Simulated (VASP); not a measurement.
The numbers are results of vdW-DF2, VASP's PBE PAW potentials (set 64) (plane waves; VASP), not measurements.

A VASP calculation is set up with these files.

File KPOINTS:
```
Automatic mesh
0
G
7 7 7
```

INCAR:
```
LASPH=.TRUE.
AGGAC=0.0
ZAB_VDW=-1.8867
IBRION=2
NSW=60   # most ionic steps
ISIF=3   # ions, shape and volume
LMAXMIX=6   # l cut-off of mixed one-centre charges
SYSTEM=HfO2
SIGMA=0.05   # width (eV)
LCHARG=.FALSE.
LUSE_VDW=.TRUE.
LREAL=.FALSE.   # projection in real space or not
PREC=Accurate
EDIFFG=-0.02   # ionic stop
NELM=100   # most electronic steps
EDIFF=1E-6
ENCUT=520   # plane-wave cut-off (eV)
ALGO=Normal   # blocked Davidson
GGA=ML
LWAVE=.FALSE.
ISMEAR=0   # Gaussian
```

POSCAR:
```
HfO2
1
    0.0000000000     2.5775970187     2.5775970187
    2.5775970187     0.0000000000     2.5775970187
    2.5775970187     2.5775970187     0.0000000000
Hf O
1 2
Direct
  0.0000000000   0.0000000000   0.0000000000
  0.2500000000   0.2500000000   0.2500000000
  0.7500000000   0.7500000000   0.7500000000
```

POTCAR, in this order: Hf_pv O (PBE.64 set). Program: vasp_std.

What VASP printed:

### OUTCAR
```
 ion  position               nearest neighbor table
   1  0.000  0.000  0.000-   3 2.23   3 2.23   3 2.23   2 2.23   3 2.23   2 2.23   2 2.23   2 2.23
  LATTYP: Found a face centered cubic cell.
 ALAT       =     5.1551940374
 Subroutine PRICEL returns:
 Original cell was already a primitive cell.
 Subroutine GETGRP returns: Found 48 space group operations
The static configuration has the point symmetry O_h .
The dynamic configuration has the point symmetry O_h .
 Subroutine INISYM returns: Found 48 space group operations
 Subroutine IBZKPT returns following result:
 Found     20 irreducible k-points:

 Following reciprocal coordinates:
            Coordinates               Weight
  0.000000  0.000000  0.000000      1.000000
  0.142857  0.000000  0.000000      8.000000
  0.285714  0.000000  0.000000      8.000000
  0.428571  0.000000  0.000000      8.000000
  0.142857  0.142857  0.000000      6.000000
  0.285714  0.142857  0.000000     24.000000
  0.428571  0.142857  0.000000     24.000000
 -0.428571  0.142857  0.000000     24.000000
 -0.285714  0.142857  0.000000     24.000000
 -0.142857  0.142857  0.000000     12.000000
...
```

### OSZICAR
```
       N       E                     dE             d eps       ncg     rms          rms(c)
DAV:   1     0.104418840891E+03    0.10442E+03   -0.13203E+04   600   0.146E+03
DAV:   2    -0.280862105426E+02   -0.13251E+03   -0.13133E+03   775   0.314E+02
DAV:   3    -0.318739060785E+02   -0.37877E+01   -0.37853E+01   768   0.533E+01
DAV:   4    -0.318954970871E+02   -0.21591E-01   -0.21588E-01   761   0.437E+00
DAV:   5    -0.318957013507E+02   -0.20426E-03   -0.20425E-03   747   0.392E-01    0.406E+01
DAV:   6    -0.243012811047E+02    0.75944E+01   -0.43275E+01   691   0.453E+01    0.400E+01
DAV:   7    -0.241754939531E+02    0.12579E+00   -0.11422E+00   691   0.961E+00    0.289E+01
DAV:   8    -0.241227743333E+02    0.52720E-01   -0.40988E-01   670   0.658E+00    0.820E+00
DAV:   9    -0.241034904662E+02    0.19284E-01   -0.65770E-02   705   0.240E+00    0.149E+00
DAV:  10    -0.241033782905E+02    0.11218E-03   -0.30969E-03   841   0.470E-01    0.496E-02
DAV:  11    -0.241033769078E+02    0.13827E-05   -0.15152E-04   670   0.108E-01    0.125E-01
DAV:  12    -0.241033807462E+02   -0.38384E-05   -0.15503E-05   775   0.369E-02    0.292E-02
DAV:  13    -0.241033806783E+02    0.67890E-07   -0.69058E-07   468   0.791E-03
   1 F= -.24103381E+02 E0= -.24103381E+02  d E =-.241034E+02
```

OUTCAR:
```
------------------------ aborting loop because EDIFF is reached ----------------------------------------
  FORCE on cell =-STRESS in cart. coord.  units (eV):
  Direction    XX          YY          ZZ          XY          YZ          ZX
  --------------------------------------------------------------------------------------
  Total        0.0154665      0.0154665      0.0154665     -0.0000000     -0.0000000      0.0000000
  in kB        0.7234821      0.7234821      0.7234821     -0.0000000     -0.0000000      0.0000000
  external PRESSURE =       0.7234821 kB  Pullay stress =       0.0000000 kB
  volume of cell :       34.25
      direct lattice vectors                 reciprocal lattice vectors
     0.000000000  2.577597019  2.577597019    -0.193979119  0.193979119  0.193979119
     2.577597019  0.000000000  2.577597019     0.193979119 -0.193979119  0.193979119
     2.577597019  2.577597019  0.000000000     0.193979119  0.193979119 -0.193979119
 POSITION                                       TOTAL-FORCE (eV/Angst)
 -----------------------------------------------------------------------------------
      0.00000      0.00000      0.00000        -0.000000     -0.000000     -0.000000
      1.28880      1.28880      1.28880         0.000000      0.000000      0.000000
      3.86640      3.86640      3.86640        -0.000000     -0.000000     -0.000000
 -----------------------------------------------------------------------------------
    total drift:                                0.000000      0.000000      0.000000
  FREE ENERGIE OF THE ION-ELECTRON SYSTEM (eV)
  ---------------------------------------------------
  free  energy   TOTEN  =       -24.1033806783 eV

  energy  without entropy=      -24.1033806783  energy(sigma->0) =      -24.10338068

 reached required accuracy - stopping structural energy minimisation
```
(Selected blocks of OUTCAR.)

The compound is HfO2 in the fluorite structure, the high-temperature cubic form, which is unstable at 0 K; the monoclinic form is the stable one. It was relaxed first. The start is the result of an earlier pass.
